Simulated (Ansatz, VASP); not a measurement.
# Cross-check of Al6Si between VASP and Ansatz, part 2 of 2

Wanted: the spread between two codes on one cell, functional and k mesh. The cell is generated by rule, not measured, and may not be a known phase. The cell is taken from a series of runs on this material, whose earlier steps may have relaxed, scaled, displaced or heated it; both programs get it as it stands.

VASP 6.6.1 and Ansatz 0.2.0.

So far: The starting structure; VASP: relaxation of cell and atoms, PBEsol, pair 1; Ansatz: relaxation of cell and atoms, PBEsol, pair 1; Side by side.

**5. VASP: relaxation of cell and atoms, PBEsol, pair 2**

Level of this step: PBEsol; plane waves and PAW (Si, Al); invented cell (VASP).

The relaxed volume is the usual yardstick between codes: in a stiff, nearly cubic crystal its relative difference is about their pressure difference at one cell divided by the bulk modulus.

INCAR reads:

```
SYSTEM = Al6Si
PREC = Accurate
ENCUT = 500
EDIFF = 1E-07
NELM = 120
ISMEAR = 1
SIGMA = 0.15
LREAL = .FALSE.
ALGO = Normal
GGA = PS
NBANDS = 18
LORBIT = 11
LWAVE = .FALSE.
LCHARG = .FALSE.
ISIF = 3
IBRION = 2
NSW = 80
EDIFFG = -0.005
LASPH = .TRUE.
GGA_COMPAT = .FALSE.
NELMIN = 4
KPAR = 2
```

POSCAR reads:

```
Al6Si
1.0
    6.1489140000      0.0000000000      0.0000000000
    0.0000000000      6.1489140000      0.0000000000
    0.0000000000      0.0000000000      6.1489140000
Si Al
1 6
Direct
    0.0000000000      0.0975782065      0.0000000000
    0.1974384420      0.4831136035      0.5000000000
    0.5000000000      0.1804268201      0.5000000000
    0.8025613954      0.4831136035      0.5000000000
    0.5000000000      0.7855496109      0.5000000000
    0.5000000000      0.4831136035      0.1974384420
    0.5000000000      0.4831136035      0.8025613954
```

KPOINTS reads:

```
Automatic mesh
0
Gamma
6 6 6
0 0 0
```

Potentials, in the order of the species: Si and Al (PBE family, release 64).

Launch:

```
mpirun -np 2 vasp_std
```

Numbers of over 12 decimals in the logs are rounded to 6 here.

What it wrote:

```text
[banner, memory and clock lines left out]
running    2 mpi-ranks, on    1 nodes
[...]
[... a notice as in an earlier step ...]

 LDA part: xc-table for (Slater+PW92), standard interpolation
 POSCAR, INCAR and KPOINTS ok, starting setup
[...]
entering main loop
       N       E                     dE             d eps       ncg     rms          rms(c)
DAV:   1     0.328897933604E+02    0.32890E+02   -0.68292E+03  1440   0.868E+02
DAV:   2    -0.231367953512E+02   -0.56027E+02   -0.53904E+02  1866   0.112E+02
DAV:   3    -0.256219108432E+02   -0.24851E+01   -0.24668E+01  1878   0.240E+01
DAV:   4    -0.256765946036E+02   -0.54684E-01   -0.54652E-01  2166   0.425E+00
[...]
DAV:  15    -0.223080742369E+02    0.13696E-06   -0.11719E-06  1700   0.532E-03    0.721E-03
DAV:  16    -0.223080717688E+02    0.24681E-05   -0.17397E-05  1640   0.771E-03    0.135E-03
DAV:  17    -0.223080717942E+02   -0.25406E-07   -0.72748E-07  1540   0.337E-03
   1 F= -.22308072E+02 E0= -.22308572E+02  d E =-.223081E+02
[... from here on, the cycles between the ionic steps are left out ...]
   2 F= -.22366080E+02 E0= -.22366701E+02  d E =-.580086E-01
  25 F= -.24076095E+02 E0= -.24077004E+02  d E =-.123617E-02
  26 F= -.24077509E+02 E0= -.24078372E+02  d E =-.265054E-02
  27 F= -.24078773E+02 E0= -.24079542E+02  d E =-.391395E-02
  28 F= -.24080082E+02 E0= -.24080843E+02  d E =-.130926E-02
  29 F= -.24081909E+02 E0= -.24082655E+02  d E =-.313611E-02
  30 F= -.24081922E+02 E0= -.24082669E+02  d E =-.314949E-02
  31 F= -.24082284E+02 E0= -.24083015E+02  d E =-.361502E-03
  32 F= -.24082373E+02 E0= -.24083094E+02  d E =-.451317E-03
  33 F= -.24082414E+02 E0= -.24083149E+02  d E =-.408076E-04
  34 F= -.24082415E+02 E0= -.24083153E+02  d E =-.416048E-04
  35 F= -.24082427E+02 E0= -.24083164E+02  d E =-.119172E-04
 trial-energy change:   -0.000012  1 .order   -0.000012   -0.000021   -0.000002
 step:   1.4298(harm=  1.4298)  dis= 0.00085  next Energy=   -24.082427 (dE=-0.120E-04)
 reached required accuracy - stopping structural energy minimisation
```

Parts of OUTCAR (step 5):

```text
  Total        0.0034199     -0.0195242      0.0034199     -0.0000000      0.0000000     -0.0000000
  in kB        0.0234925     -0.1341187      0.0234925     -0.0000000      0.0000000     -0.0000000
  external PRESSURE =      -0.0290446 kB  Pullay stress =       0.0000000 kB

 POSITION                                       TOTAL-FORCE (eV/Angst)
 -----------------------------------------------------------------------------------
      0.00000      2.72865     -0.00000        -0.000000      0.004580     -0.000000
      1.20131      2.73649      3.02050        -0.002624     -0.000035      0.000000
      3.02050      0.79835      3.02050         0.000000     -0.004262      0.000000
      4.83969      2.73649      3.02050         0.002624     -0.000035     -0.000000
      3.02050      4.67487      3.02050         0.000000     -0.000178      0.000000
      3.02050      2.73649      1.20131         0.000000     -0.000035     -0.002624
      3.02050      2.73649      4.83969        -0.000000     -0.000035      0.002624
 -----------------------------------------------------------------------------------
    total drift:                               -0.000052     -0.000076     -0.000052

  FREE ENERGIE OF THE ION-ELECTRON SYSTEM (eV)
  ---------------------------------------------------
  free  energy   TOTEN  =       -24.0824269628 eV

  energy  without entropy=      -24.0846379562  energy(sigma->0) =      -24.08316396

[... 2 parts as in an earlier step ...]

[... 2 further parts left out ...]
[key lines of the parts left out:]
E-fermi :   1.5665
```

The run keeps the 8 symmetry operations of its start, so it cannot find a distortion of lower symmetry.

**6. Ansatz: relaxation of cell and atoms, PBEsol, pair 2**

The same cell, functional, mesh and smearing now go to Ansatz, which takes its cutoff from its data sets.

The cell is taken from a series of runs on this material, whose earlier steps may have relaxed, scaled, displaced or heated it; both programs get it as it stands.

input.yaml reads:

```yaml
crystal:
  lattice:
    - [6.1489135354, 0.0, 0.0]
    - [0.0, 6.1489135354, 0.0]
    - [0.0, 0.0, 6.1489135354]
  atoms:
    - { symbol: Si, position: [0.0, 0.0975782139, 0.0] }
    - { symbol: Al, position: [0.1974385139, 0.4831136561, 0.5] }
    - { symbol: Al, position: [0.5, 0.1804267709, 0.5] }
    - { symbol: Al, position: [0.8025614861, 0.4831136561, 0.5] }
    - { symbol: Al, position: [0.5, 0.7855497432, 0.5] }
    - { symbol: Al, position: [0.5, 0.4831136561, 0.1974385139] }
    - { symbol: Al, position: [0.5, 0.4831136561, 0.8025614861] }
kpoints:
  mp_grid: { grid: [6, 6, 6] }
hamiltonian:
  xc: pbesol
scf:
  occupations: { method: methfessel_paxton, width: 0.15 }
output:
  forces: true
  stress: true
  eigenvalues: true
  write_density: true
  write_potential: true
  elf: true
  volumetric_format: npy
relax:
  adjacent_minimum: "off"
  f_tol: 0.002
  max_steps: 120
  cell: { stress_tol: 0.03 }
```

Launch:

```
ansatz run input.yaml --threads 8 --pin off --max-ram 14336MiB --backend cpu --events-out ev --progress --plain --runs-dir out
```

What it wrote:

```text
[...]
Crystal: 7 atoms, lattice volume = 232.485 Å³
Basis set: ecut = 420 eV, 4553 PW (Γ), exchange–correlation on 90×90×90 points (8 copies of the dense FFT grid, shifted against one another)
Bands: 18, of which v1, the nominal top of the filled ones, is band 11 counted from 1 (10 counted from 0)
Symmetry: 8 space group operations
[...]
k-points: 40 of 216 (time reversal used)
[...]
cell:  # Å, volume = 232.8698 Å³
    - [6.038939, 0, 0]
    - [0, 6.385456, 0.0]
    - [0, 0.0, 6.038939]
  atoms:
    - { symbol: Si, position: [0, 0.427804, 0] }
    - { symbol: Al, position: [0.198820, 0.428035, 0.5] }
    - { symbol: Al, position: [0.5, 0.124742, 0.5] }
    - { symbol: Al, position: [0.801180, 0.428035, 0.5] }
    - { symbol: Al, position: [0.5, 0.731323, 0.5] }
    - { symbol: Al, position: [0.5, 0.428035, 0.198820] }
    - { symbol: Al, position: [0.5, 0.428035, 0.801180] }
[key lines of the parts left out:]
SCF converged after 5 iterations
Free energy (F): -3762.568884 eV
Fermi energy:    1.579992 eV
P = ⅓ Tr σ = 0.0037 GPa (0.037 kbar)
```

**7. Differences**

Compared:

```csv
quantity,Ansatz,VASP,difference
volume (Å³),232.87,233.24,-0.16 %
"edge a after relaxation, in the typed setting (Å)",6.039,6.041,-0.03 %
"edge b after relaxation, in the typed setting (Å)",6.386,6.391,-0.09 %
```

Found at a tolerance of 0.01 Å, the end structures differ in symmetry: P4/mmm in Ansatz, P4mm in VASP; the atoms lie within 0.05 Å of each other, which can come from where the walks stopped or from unlike electronic states.

**8. Results**

```
difference in volume (relaxation of cell and atoms, PBEsol, pair 1) : -0.13 %
difference in volume (relaxation of cell and atoms, PBEsol, pair 2) : -0.16 %
```

The difference in volume is -0.16 % (relaxation of cell and atoms, PBEsol, pair 2), within the 1.2 % picked in this series as the mark of a large difference, as far as the stopping tolerances let one tell. VASP runs on this material, other cells of it included, that failed, so that no pair exists: relaxation of cell and atoms, PBEsol (not converged) and relaxation of cell and atoms, PBEsol (timeout). 1 further run of this series is not shown here. Such differences can come from data sets, numerical settings and the points named under the comparisons, not from the functional's error against experiment.

[Lines on the potential files, build, host, timing and source positions are cut from VASP's logs without a mark.]

[Logs are printed without paths, hosts, clocks, repeated set-up lines and the standing remarks that a program may print on its own settings, such as how far it seeks lower states.]

[Hosts, paths, dates, database ids (printed as entryN), source tags and the programs' standing remarks are cut or masked in the printed files.]
